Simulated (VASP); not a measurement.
OSZICAR of a VASP run on NaI (space group Fm-3m):

**OSZICAR**
```
       N       E                     dE             d eps       ncg     rms          rms(c)
DAV:   1     0.554762271527E+02    0.55476E+02   -0.51758E+03    88   0.798E+02
DAV:   2    -0.137632099795E+01   -0.56853E+02   -0.54894E+02    99   0.183E+02
DAV:   3    -0.532284472027E+01   -0.39465E+01   -0.39363E+01   109   0.530E+01
DAV:   4    -0.541660797751E+01   -0.93763E-01   -0.93724E-01   110   0.886E+00
DAV:   5    -0.541771741832E+01   -0.11094E-02   -0.11094E-02   103   0.862E-01    0.162E+00
DAV:   6    -0.534988276485E+01    0.67835E-01   -0.85108E-02    94   0.196E+00    0.114E+00
DAV:   7    -0.534000011968E+01    0.98826E-02   -0.76323E-02    97   0.169E+00    0.633E-01
DAV:   8    -0.534237859425E+01   -0.23785E-02   -0.51963E-03    91   0.701E-01    0.156E-01
DAV:   9    -0.534235389641E+01    0.24698E-04   -0.14144E-04    97   0.132E-01    0.332E-02
DAV:  10    -0.534237899165E+01   -0.25095E-04   -0.39443E-05    97   0.736E-02    0.679E-03
DAV:  11    -0.534238063358E+01   -0.16419E-05   -0.38875E-06    88   0.233E-02    0.216E-03
DAV:  12    -0.534238104417E+01   -0.41060E-06   -0.42309E-07    87   0.569E-03
   1 F= -.53423810E+01 E0= -.53423810E+01  d E =-.129114E-11
```

Problem. Which electronic solver shows in the log?

Solution. It is blocked Davidson (ALGO = Normal, or the opening steps of other solvers). The INCAR had ALGO = Normal.

Problem. Can the final energy be trusted as converged?

Solution. The calculation finished and met its thresholds. It stopped with EDIFF = 1E-6, NELM = 100 (PBE GGA, plane waves, VASP's PBE PAW potentials (set 64)).

The structure comes from a computed database's NaI entry; how it stands against other phases isn't given here. The cell was not relaxed at this level. The k-mesh is coarse (spacing up to 0.56 per Å, 2π included), so the numbers may not be converged in it. The run is one of a series of settings (KPOINTS 3×3×3 Γ-centred mesh against the base run), some of them coarse on purpose.
